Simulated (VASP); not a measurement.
Computed with PBE GGA, VASP's PBE PAW potentials (set 64) (plane waves; VASP).

The input files of a VASP run:

### INCAR
```
ALGO=Normal
EDIFF=1E-6
ENCUT=175
GGA=PE
ISIF=2
ISMEAR=1
LASPH=T
LCHARG=F
LMAXMIX=6
LREAL=F
LWAVE=F
NELM=100
PREC=Accurate
SIGMA=0.1
SYSTEM=AuAl2
```

KPOINTS:
```
Automatic mesh
0
Gamma
  8 8 8
0 0 0
```

POSCAR:
```
AuAl2
1.0
  0.0000000000   3.0600000000   3.0600000000
  3.0600000000   0.0000000000   3.0600000000
  3.0600000000   3.0600000000   0.0000000000
Al Au
2 1
Cart
  1.5300000000   1.5300000000   1.5300000000
  4.5900000000   4.5900000000   4.5900000000
  0.0000000000   0.0000000000   0.0000000000
```

POTCAR, in this order: Al Au (PBE.64 set). Program: vasp_std.

Output

**OSZICAR**
```
       N       E                     dE             d eps       ncg     rms          rms(c)
DAV:   1     0.195228170719E+02    0.19523E+02   -0.36565E+03   796   0.461E+02
DAV:   2    -0.126701503258E+02   -0.32193E+02   -0.28368E+02   856   0.110E+02
DAV:   3    -0.133652121761E+02   -0.69506E+00   -0.69252E+00   860   0.154E+01
DAV:   4    -0.133681790410E+02   -0.29669E-02   -0.29657E-02   832   0.120E+00
DAV:   5    -0.133682027979E+02   -0.23757E-04   -0.23755E-04   848   0.986E-02    0.113E+01
DAV:   6    -0.118555795254E+02    0.15126E+01   -0.77983E+00   776   0.288E+01    0.224E+00
DAV:   7    -0.117612421333E+02    0.94337E-01   -0.28898E-01   740   0.518E+00    0.131E+00
DAV:   8    -0.117240801239E+02    0.37162E-01   -0.43494E-02   788   0.138E+00    0.330E-01
DAV:   9    -0.117232105444E+02    0.86958E-03   -0.39852E-03   812   0.696E-01    0.149E-01
DAV:  10    -0.117233326215E+02   -0.12208E-03   -0.26522E-04   768   0.118E-01    0.240E-02
DAV:  11    -0.117233404859E+02   -0.78645E-05   -0.24513E-05   840   0.443E-02    0.794E-03
DAV:  12    -0.117233416810E+02   -0.11951E-05   -0.36737E-06   752   0.155E-02    0.210E-03
DAV:  13    -0.117233414772E+02    0.20380E-06   -0.26518E-07   520   0.453E-03
   1 F= -.11723341E+02 E0= -.11722388E+02  d E =-.286016E-02
```

OUTCAR:
```
------------------------ aborting loop because EDIFF is reached ----------------------------------------
  FORCE on cell =-STRESS in cart. coord.  units (eV):
  Direction    XX          YY          ZZ          XY          YZ          ZX
  --------------------------------------------------------------------------------------
  Total      -10.2297011    -10.2297011    -10.2297011     -0.0000000     -0.0000000      0.0000000
  in kB     -286.0087043   -286.0087043   -286.0087043     -0.0000000     -0.0000000      0.0000000
  external PRESSURE =    -286.0087043 kB  Pullay stress =       0.0000000 kB
  volume of cell :       57.31
      direct lattice vectors                 reciprocal lattice vectors
     0.000000000  3.060000000  3.060000000    -0.163398693  0.163398693  0.163398693
     3.060000000  0.000000000  3.060000000     0.163398693 -0.163398693  0.163398693
     3.060000000  3.060000000  0.000000000     0.163398693  0.163398693 -0.163398693
 POSITION                                       TOTAL-FORCE (eV/Angst)
 -----------------------------------------------------------------------------------
      1.53000      1.53000      1.53000         0.000000      0.000000      0.000000
      4.59000      4.59000      4.59000        -0.000000     -0.000000     -0.000000
      0.00000      0.00000      0.00000        -0.000000     -0.000000     -0.000000
 -----------------------------------------------------------------------------------
    total drift:                                0.000000      0.000000      0.000000
  FREE ENERGIE OF THE ION-ELECTRON SYSTEM (eV)
  ---------------------------------------------------
  free  energy   TOTEN  =       -11.7233414772 eV

  energy  without entropy=      -11.7204813203  energy(sigma->0) =      -11.72238809
```
(Selected blocks of OUTCAR.)

File OUTCAR:
```
 val. band max:        7.1227210233   @ k =   0.3750   0.1250   0.0000

 cond. band min:       7.1295193652   @ k =   0.3750   0.1250   0.0000


 Fermi energy:         7.1250096958

 k-point     1 :       0.0000    0.0000    0.0000
  band No.  band energies     occupation
      1      -2.9884      2.00000
      2       0.7252      2.00000
      3       0.7252      2.00000
      4       0.7252      2.00000
      5       1.6539      2.00000
      6       1.6539      2.00000
      7       8.9628     -0.00000
      8      10.1144      0.00000
      9      10.1144      0.00000
     10      10.1144      0.00000
     11      10.7755      0.00000
     12      10.7755      0.00000

 k-point     2 :       0.1250    0.0000    0.0000
  band No.  band energies     occupation
      1      -2.7936      2.00000
      2       0.6632      2.00000
      3       0.7745      2.00000
      4       0.7745      2.00000
      5       1.5945      2.00000
      6       1.5945      2.00000
      7       7.6291     -0.00000
      8       9.2889      0.00000
      9       9.3676      0.00000
     10       9.3676      0.00000
     11      11.5106      0.00000
     12      11.5106      0.00000

 k-point     3 :       0.2500    0.0000    0.0000
  band No.  band energies     occupation
      1      -2.2369      2.00000
      2       0.5500      2.00000
      3       0.8860      2.00000
      4       0.8860      2.00000
      5       1.6383      2.00000
      6       1.6383      2.00000
      7       5.1522      2.00000
      8       8.4842     -0.00000
      9       8.4842     -0.00000
     10       9.5704      0.00000
     11      11.2998      0.00000
     12      11.4388      0.00000

 k-point     4 :       0.3750    0.0000    0.0000
  band No.  band energies     occupation
      1      -1.4684      2.00000
      2       0.5872      2.00000
      3       0.9482      2.00000
      4       0.9482      2.00000
      5       1.7084      2.00000
      6       1.7084      2.00000
...
```

At this cut-off the stress carries a Pulay error, which pulls relaxed volumes low. Unless said otherwise, spin-orbit coupling is left out, though it shifts the bands of the heavy elements here.

The compound is AuAl2 in the fluorite structure. The cell was not relaxed at this level. The run is one of a series of settings (ENCUT = 175 against the base run), some of them coarse on purpose. The electron count is odd and the run is not spin-polarised, which forces a metal.
